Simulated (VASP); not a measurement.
# Quasiparticle energies of CuI (Marshite) in VASP

Wanted: how far GW moves the Kohn-Sham levels of CuI (Marshite). The cell is of the zinc-blende type, one of the forms listed for this formula. The start is a cell from a database of measured crystal structures.

Calculated with VASP 6.6.1; LDA; plane waves and PAW (I_GW, Cu_GW), in the first sound run; inputs show where later runs differ.

The database entry behind the starting cell differs from later determinations by our own check (about 0.15 % long (mineral sample)), so it need not match the best structure at ambient conditions.

**1. The starting structure**

Symmetry: F-43m, No. 216, cubic system. The conventional cell has a = 6.063 Å, b = 6.063 Å, c = 6.063 Å, α = 90.00°, β = 90.00°, γ = 90.00°. I has 4 Cu at 2.63 Å nearest. Nearest to Cu lie 4 I at 2.63 Å. Farther neighbours and most contacts between anions are not listed.

As a file:

```cif
data_structure
_symmetry_space_group_name_H-M 'P 1'
_symmetry_Int_Tables_number 1
_cell_length_a 4.2872
_cell_length_b 4.2872
_cell_length_c 4.2872
_cell_angle_alpha 60.000
_cell_angle_beta 60.000
_cell_angle_gamma 60.000
_cell_volume 55.72
loop_
_atom_site_label
_atom_site_type_symbol
_atom_site_fract_x
_atom_site_fract_y
_atom_site_fract_z
_atom_site_occupancy
I1 I 0.00000 0.00000 0.00000 1
Cu2 Cu 0.75000 0.75000 0.75000 1
```

**2. Ground state**

The orbitals come from a self-consistent LDA run with a tight EDIFF and a narrow smearing. KPOINTS_OPT adds the bands along a path, which shows whether the mesh holds the band edges.

File INCAR:

```
SYSTEM = CuI
PREC = Accurate
ENCUT = 440
EDIFF = 1E-08
NELM = 100
ISMEAR = 0
SIGMA = 0.01
LREAL = .FALSE.
ALGO = Normal
GGA = CA
NBANDS = 15
LASPH = .TRUE.
LORBIT = 11
LWAVE = .TRUE.
LCHARG = .FALSE.
KPAR = 4
```

File POSCAR:

```
CuI
1.0
    0.0000000000      3.0315000000      3.0315000000
    3.0315000000      0.0000000000      3.0315000000
    3.0315000000      3.0315000000      0.0000000000
I Cu
1 1
Direct
    0.0000000000      0.0000000000      0.0000000000
    0.7500000000      0.7500000000      0.7500000000
```

File KPOINTS:

```
Automatic mesh
0
Gamma
6 6 6
0 0 0
```

File KPOINTS_OPT:

```
Line mode
12
Line-mode
Reciprocal
  0.00000000   0.00000000   0.00000000 GAMMA
  0.50000000   0.00000000   0.50000000 X

  0.50000000   0.00000000   0.50000000 X
  0.50000000   0.25000000   0.75000000 W

  0.50000000   0.25000000   0.75000000 W
  0.37500000   0.37500000   0.75000000 K

  0.37500000   0.37500000   0.75000000 K
  0.00000000   0.00000000   0.00000000 GAMMA

  0.00000000   0.00000000   0.00000000 GAMMA
  0.50000000   0.50000000   0.50000000 L

  0.50000000   0.50000000   0.50000000 L
  0.62500000   0.25000000   0.62500000 U

  0.62500000   0.25000000   0.62500000 U
  0.50000000   0.25000000   0.75000000 W

  0.50000000   0.25000000   0.75000000 W
  0.50000000   0.50000000   0.50000000 L

  0.50000000   0.50000000   0.50000000 L
  0.37500000   0.37500000   0.75000000 K

  0.62500000   0.25000000   0.62500000 U
  0.50000000   0.00000000   0.50000000 X
```

PAW data sets: I_GW and Cu_GW (LDA family, release 64).

Launch:

```
$ mpirun -np 4 vasp_std
```

The log of the run:

```text
[banner, memory and clock lines left out]
running    4 mpi-ranks, on    1 nodes
 distrk:  each k-point on    1 cores,    4 groups
 distr:  one band on    1 cores,    1 groups

 POSCAR found type information on POSCAR I Cu
 POSCAR found :  2 types and       2 ions
 LDA part: xc-table for (Slater(with rela. corr.)+CA(PZ))
 , standard interpolation
 POSCAR, INCAR and KPOINTS ok, starting setup
 FFT: planning ... GRIDC
 FFT: planning ... GRID_SOFT
 FFT: planning ... GRID
 WAVECAR not read
 entering main loop
       N       E                     dE             d eps       ncg     rms          rms(c)
DAV:   1     0.109127843116E+03    0.10913E+03   -0.72517E+03   480   0.942E+02
DAV:   2    -0.210288614586E+01   -0.11123E+03   -0.96521E+02   516   0.256E+02
DAV:   3    -0.701560847834E+01   -0.49127E+01   -0.48528E+01   641   0.559E+01
DAV:   4    -0.718670422846E+01   -0.17110E+00   -0.17104E+00   728   0.114E+01
DAV:   5    -0.718862759198E+01   -0.19234E-02   -0.19233E-02   669   0.114E+00    0.423E+00
DAV:   6    -0.712179431338E+01    0.66833E-01   -0.33384E+00   539   0.360E+01    0.753E+00
DAV:   7    -0.694661220853E+01    0.17518E+00   -0.59795E-01   614   0.191E+01    0.254E+00
DAV:   8    -0.693954453082E+01    0.70677E-02   -0.11631E-01   652   0.604E+00    0.518E-01
DAV:   9    -0.693525627074E+01    0.42883E-02   -0.18963E-02   728   0.257E+00    0.607E-02
DAV:  10    -0.693525320810E+01    0.30626E-05   -0.72119E-04   613   0.198E-01    0.334E-02
DAV:  11    -0.693524934874E+01    0.38594E-05   -0.73551E-05   755   0.144E-01    0.123E-02
DAV:  12    -0.693524960637E+01   -0.25763E-06   -0.51357E-06   592   0.242E-02    0.538E-03
DAV:  13    -0.693524919578E+01    0.41059E-06   -0.12782E-06   769   0.199E-02    0.138E-03
DAV:  14    -0.693524920195E+01   -0.61739E-08   -0.18417E-07   727   0.492E-03    0.521E-04
DAV:  15    -0.693524920078E+01    0.11732E-08   -0.64861E-09   492   0.755E-04
   1 F= -.69352492E+01 E0= -.69352492E+01  d E =-.604125E-22
 Start KPOINTS_OPT (optional k-point list driver)
k-point batch [1-16\120]
       N       E                     dE             ncg
DAV:   1     0.186157094444E+04   -0.41066E+04      480
DAV:   2     0.930662988369E+02   -0.17685E+04      530
DAV:   3     0.124533845142E+02   -0.80613E+02      648
DAV:   4     0.977864610459E+01   -0.26747E+01      744
DAV:   5     0.974308045950E+01   -0.35566E-01      676
DAV:   6     0.974191264933E+01   -0.11678E-02      727
DAV:   7     0.974189819110E+01   -0.14458E-04      693
DAV:   8     0.974189759875E+01   -0.59235E-06      761
DAV:   9     0.974189758991E+01   -0.88378E-08      566
[...]
k-point batch [113-120\120]
       N       E                     dE             ncg
DAV:   1     0.540301077427E+04   -0.34918E+04      248
DAV:   2     0.458725743134E+04   -0.81575E+03      254
DAV:   3     0.455439570562E+04   -0.32862E+02      352
DAV:   4     0.455320518736E+04   -0.11905E+01      396
DAV:   5     0.455319490886E+04   -0.10278E-01      338
DAV:   6     0.455319456598E+04   -0.34288E-03      381
DAV:   7     0.455319456229E+04   -0.36918E-05      346
DAV:   8     0.455319456216E+04   -0.13160E-06      381
DAV:   9     0.455319456216E+04   -0.17108E-08      274
 writing wavefunctions
```

Elapsed: 9.8 s, on 4 MPI ranks of Intel Xeon 6975P-C (Granite Rapids), shared host; peak memory 0.63 GiB.

Lines that name or quote the potential files are left out of all logs, and their timing lines are given in words.

OUTCAR, selected parts (step 2):

```text
ion  position               nearest neighbor table
   1  0.000  0.000  0.000-   2 2.63   2 2.63   2 2.63   2 2.63
   2  0.750  0.750  0.750-   1 2.63   1 2.63   1 2.63   1 2.63

  LATTYP: Found a face centered cubic cell.
 ALAT       =     6.0630000000

 Subroutine GETGRP returns: Found 24 space group operations
 (whereof 24 operations were pure point group operations)

The static configuration has the point symmetry T_d .

 Found     16 irreducible k-points:

   k-points           NKPTS =     16   k-points in BZ     NKDIM =     16   number of bands    NBANDS=     15

   dimension x,y,z NGX =    30 NGY =   30 NGZ =   30
   dimension x,y,z NGXF=    60 NGYF=   60 NGZF=   60

   ENCUT  =  440.0 eV  32.34 Ry    5.69 a.u.   7.33  7.33  7.33*2*pi/ulx,y,z

   NELECT =      18.0000    total number of electrons

 k-points in reciprocal lattice and weights: Automatic mesh
   0.00000000  0.00000000  0.00000000       0.005
   0.16666667  0.00000000  0.00000000       0.037
   0.33333333  0.00000000  0.00000000       0.037
   0.50000000  0.00000000  0.00000000       0.019
   0.16666667  0.16666667  0.00000000       0.028
   0.33333333  0.16666667  0.00000000       0.111
   0.50000000  0.16666667  0.00000000       0.111
  -0.33333333  0.16666667  0.00000000       0.111
  -0.16666667  0.16666667  0.00000000       0.056
[...]
-0.33333333  0.33333333  0.16666667       0.111
  -0.33333333  0.50000000  0.16666667       0.056

 average (electrostatic) potential at core
       1 -93.5364       2 -55.3653

 E-fermi :   3.7536

 k-point     1 :       0.0000    0.0000    0.0000
  band No.  band energies     occupation
    ...
      5       1.7735      2.00000
      6       1.7735      2.00000
      7       3.6890      2.00000
      8       3.6890      2.00000
      9       3.6890      2.00000
     10       4.6532      0.00000
     11       8.5638      0.00000
     12       8.5638      0.00000
     13       8.5638      0.00000
     14      11.6560      0.00000
    ...

 k-point     2 :       0.1667    0.0000    0.0000
  band No.  band energies     occupation
    ...
      5       1.7645      2.00000
      6       1.7645      2.00000
      7       2.7738      2.00000
      8       3.4915      2.00000
      9       3.4915      2.00000
     10       5.6281      0.00000
     11       8.5071      0.00000
     12       8.9120      0.00000
     13       8.9120      0.00000
     14      12.5241      0.00000
    ...

 k-point     3 :       0.3333    0.0000    0.0000
  band No.  band energies     occupation
    ...
      5       1.7748      2.00000
      6       1.7748      2.00000
      7       2.0719      2.00000
      8       3.1377      2.00000
      9       3.1377      2.00000
     10       5.8251      0.00000
     11       9.1687      0.00000
     12       9.1687      0.00000
     13       9.9878      0.00000
     14      12.1734      0.00000
    ...

  Total       -1.6427572     -1.6427572     -1.6427572      0.0000000      0.0000000      0.0000000
  in kB      -47.2368847    -47.2368847    -47.2368847      0.0000000      0.0000000      0.0000000
  external PRESSURE =     -47.2368847 kB  Pullay stress =       0.0000000 kB

  energy-cutoff  :      440.00
  volume of cell :       55.72
      direct lattice vectors                 reciprocal lattice vectors
     0.000000000  3.031500000  3.031500000    -0.164934851  0.164934851  0.164934851
     3.031500000  0.000000000  3.031500000     0.164934851 -0.164934851  0.164934851
     3.031500000  3.031500000  0.000000000     0.164934851  0.164934851 -0.164934851

 POSITION                                       TOTAL-FORCE (eV/Angst)
 -----------------------------------------------------------------------------------
      0.00000      0.00000      0.00000        -0.000000     -0.000000     -0.000000
      4.54725      4.54725      4.54725         0.000000      0.000000      0.000000
 -----------------------------------------------------------------------------------
    total drift:                               -0.000000     -0.000000     -0.000000

  FREE ENERGIE OF THE ION-ELECTRON SYSTEM (eV)
  ---------------------------------------------------
  free  energy   TOTEN  =        -6.9352492008 eV

  energy  without entropy=       -6.9352492008  energy(sigma->0) =       -6.93524920

 total charge
# of ion       s       p       d       f       tot
--------------------------------------------------
    1        1.599   3.075   0.068   0.000   4.742
    2        0.331   0.262   9.270   0.003   9.866
--------------------------------------------------
tot          1.930   3.337   9.338   0.003  14.608

[... 3 further parts left out ...]
```

This step gave:

- free energy (TOTEN): -6.935 eV
- Fermi energy: 3.754 eV
- pressure: -4.724 GPa
- least gap on mesh and path: 0.9642 eV
- least direct gap on mesh and path: 0.9642 eV

The highest empty bands on the path are converged less tightly, to about 0.1 eV. Electronic bands along the path, in eV, zero at the valence-band top; v1 is the highest filled band, c1 the lowest empty one:

```
          point     v4     v3     v2     v1    c1    c2    c3    c4
              Γ  -1.92   0.00   0.00   0.00  0.96  4.87  4.87  4.87
0.55 of the way  -1.87  -1.23  -1.00  -1.00  3.11  3.27  6.94  7.07
              X  -1.86  -1.83  -1.54  -1.54  2.61  2.85  9.02  9.70
0.45 of the way  -1.93  -1.83  -1.60  -1.41  3.19  3.36  7.88  8.09
              W  -1.96  -1.83  -1.67  -1.31  4.47  4.59  5.94  6.31
0.45 of the way  -1.91  -1.80  -1.64  -1.30  3.69  4.60  6.53  6.90
              K  -1.89  -1.77  -1.57  -1.28  3.02  4.57  7.45  7.86
0.55 of the way  -1.90  -1.30  -0.99  -0.33  2.86  4.77  5.52  5.59
              Γ  -1.92   0.00   0.00   0.00  0.96  4.87  4.87  4.87
0.45 of the way  -1.93  -1.23  -0.33  -0.33  2.13  5.18  5.39  5.39
              L  -1.89  -1.84  -0.72  -0.72  2.05  5.41  5.41  7.23
0.45 of the way  -1.90  -1.80  -1.20  -0.92  2.97  4.83  6.12  7.12
              U  -1.89  -1.77  -1.57  -1.28  3.02  4.57  7.45  7.86
0.45 of the way  -1.91  -1.80  -1.62  -1.30  3.50  4.59  6.73  7.06
              W  -1.96  -1.83  -1.67  -1.31  4.47  4.59  5.94  6.31
0.45 of the way  -1.91  -1.78  -1.41  -1.08  3.57  4.59  6.15  7.48
              L  -1.89  -1.84  -0.72  -0.72  2.05  5.41  5.41  7.23
0.45 of the way  -1.90  -1.80  -1.20  -0.92  2.97  4.83  6.12  7.12
              K  -1.89  -1.77  -1.57  -1.28  3.02  4.57  7.45  7.86
      jump to U  -1.89  -1.77  -1.57  -1.28  3.02  4.57  7.45  7.86
0.45 of the way  -1.86  -1.85  -1.54  -1.46  2.81  3.42  8.22  8.87
              X  -1.86  -1.83  -1.54  -1.54  2.61  2.85  9.02  9.70
```

Of the projections kept (I, Cu), the largest for each band there; the rest of the weight can lie on other orbitals:

```
point       v4       v3       v2       v1       c1       c2       c3       c4
    Γ  Cu 0.99  Cu 0.62  Cu 0.62  Cu 0.62  Cu 0.52  Cu 0.61  Cu 0.61  Cu 0.61
    X  Cu 0.98  Cu 1.00  Cu 0.92  Cu 0.92  Cu 0.63  Cu 0.66   I 0.79   I 0.53
    W  Cu 0.96  Cu 1.00  Cu 0.99  Cu 0.93   I 0.53   I 0.65  Cu 0.59   I 0.56
    K  Cu 1.00  Cu 0.98  Cu 0.96  Cu 0.86  Cu 0.63   I 0.58   I 0.69   I 0.58
    Γ  Cu 0.99  Cu 0.62  Cu 0.62  Cu 0.62  Cu 0.52  Cu 0.61  Cu 0.61  Cu 0.61
    L  Cu 0.99  Cu 0.99  Cu 0.72  Cu 0.72  Cu 0.62  Cu 0.56  Cu 0.56   I 0.74
```

The cell has a gap of 0.964 eV on mesh and path and a pressure of -4.7 GPa, which holds the misfit of the given cell and coordinates with this functional, and any error of cutoff, mesh and data sets. Spin-orbit coupling is left out, which can shift or reorder these edges.

**3. Empty bands, functional LDA**

The next step needs empty bands that the ground-state run didn't converge, so the Hamiltonian is diagonalised exactly for NBANDS bands, in a single step. LOPTICS writes the k-derivatives of the orbitals (WAVEDER), which give the long-wavelength limit of the screening.

File INCAR:

```
SYSTEM = CuI
PREC = Accurate
ENCUT = 440
ISMEAR = 0
SIGMA = 0.01
LREAL = .FALSE.
GGA = CA
NBANDS = 308
LASPH = .TRUE.
ALGO = Exact
NELM = 1
LWAVE = .TRUE.
LCHARG = .FALSE.
LOPTICS = .TRUE.
NEDOS = 1000
CSHIFT = 0.1
```

POSCAR is that of step 2.

KPOINTS is that of step 2.

Launch:

```
$ mpirun -np 4 vasp_std
```

The log of the run:

```text
[banner, memory and clock lines left out]
running    4 mpi-ranks, on    1 nodes
 distrk:  each k-point on    4 cores,    1 groups
 distr:  one band on    1 cores,    4 groups

 POSCAR found type information on POSCAR I Cu
 POSCAR found :  2 types and       2 ions
 LDA part: xc-table for (Slater(with rela. corr.)+CA(PZ))
 , standard interpolation
 found WAVECAR, reading the header
  number of bands has changed, file:    15 present:   308
  trying to continue reading WAVECAR, but it might fail
 POSCAR, INCAR and KPOINTS ok, starting setup
 FFT: planning ... GRIDC
 FFT: planning ... GRID_SOFT
 FFT: planning ... GRID
 reading WAVECAR
 random initialization beyond band           15
 the WAVECAR file was read successfully
 initial charge from wavefunction
 entering main loop
       N       E                     dE             d eps       ncg     rms          rms(c)
DIA:   1    -0.693524920232E+01   -0.69352E+01    0.00000E+00     0   0.000E+00
   1 F= -.69352492E+01 E0= -.69352492E+01  d E =-.340283E-14
 writing wavefunctions
 optical routines
 imaginary and real dielectric function
 recalculating local potential from charge density
 direction            1
 direction            2
 direction            3
```

It took 13 s on 4 MPI ranks; peak memory 1.1 GiB.

From OUTCAR (step 3):

```text
The static configuration has the point symmetry T_d .

 Found     16 irreducible k-points:

   k-points           NKPTS =     16   k-points in BZ     NKDIM =     16   number of bands    NBANDS=    308

   NELECT =      18.0000    total number of electrons

 E-fermi :   3.7378

 k-point     1 :       0.0000    0.0000    0.0000
  band No.  band energies     occupation
    ...
      5       1.7734      2.00000
      6       1.7734      2.00000
      7       3.6890      2.00000
      8       3.6890      2.00000
      9       3.6890      2.00000
     10       4.6532      0.00000
     11       8.5638      0.00000
     12       8.5638      0.00000
     13       8.5638      0.00000
     14      11.6560      0.00000
    ...

 k-point     2 :       0.1667    0.0000    0.0000
  band No.  band energies     occupation
    ...
      5       1.7644      2.00000
      6       1.7644      2.00000
      7       2.7737      2.00000
      8       3.4914      2.00000
      9       3.4914      2.00000
     10       5.6281      0.00000
     11       8.5071      0.00000
     12       8.9120      0.00000
     13       8.9120      0.00000
     14      12.5241      0.00000
    ...

  Total       -1.6381679     -1.6381679     -1.6381679      0.0000000     -0.0000000     -0.0000000
  in kB      -47.1049221    -47.1049221    -47.1049221      0.0000000     -0.0000000     -0.0000000
  external PRESSURE =     -47.1049221 kB  Pullay stress =       0.0000000 kB

  FREE ENERGIE OF THE ION-ELECTRON SYSTEM (eV)
  ---------------------------------------------------
  free  energy   TOTEN  =        -6.9352492023 eV

  energy  without entropy=       -6.9352492023  energy(sigma->0) =       -6.93524920

 plasma frequency squared (from intraband transitions) (eV^2)
  --------------------------------------------------------------------------------------
       0.000      -0.000      -0.000
      -0.000       0.000      -0.000
      -0.000      -0.000       0.000

[... 8 parts as in an earlier step ...]

[... 5 further parts left out ...]
```

The gap is read on the k-mesh alone, so it is an upper bound where the band edges lie off the mesh.

Numbers from this step:

| Quantity | Value |
| --- | --- |
| gap on the k-mesh | 0.9642 eV |
| least direct gap on the k-mesh | 0.9642 eV |

WAVECAR now holds 308 bands for 18 electrons. Its independent-particle dielectric tensor has xx, yy, zz = 8.4, 8.4, 8.4 on this mesh, which isn't tested for convergence in mesh or bands and lacks local fields.

(Part 1 of 6 ends here.)

[Lines on the potential files, build, host, timing and source positions are cut from VASP's logs without a mark.]

[Logs are printed without paths, hosts, clocks, repeated set-up lines and the standing remarks that a program may print on its own settings, such as how far it seeks lower states.]

[Hosts, paths, dates, database ids (printed as entryN), source tags and the programs' standing remarks are cut or masked in the printed files.]

[Pressures printed for these runs are not shown converged in the cutoff: they can be off by several GPa and have the wrong sign.]
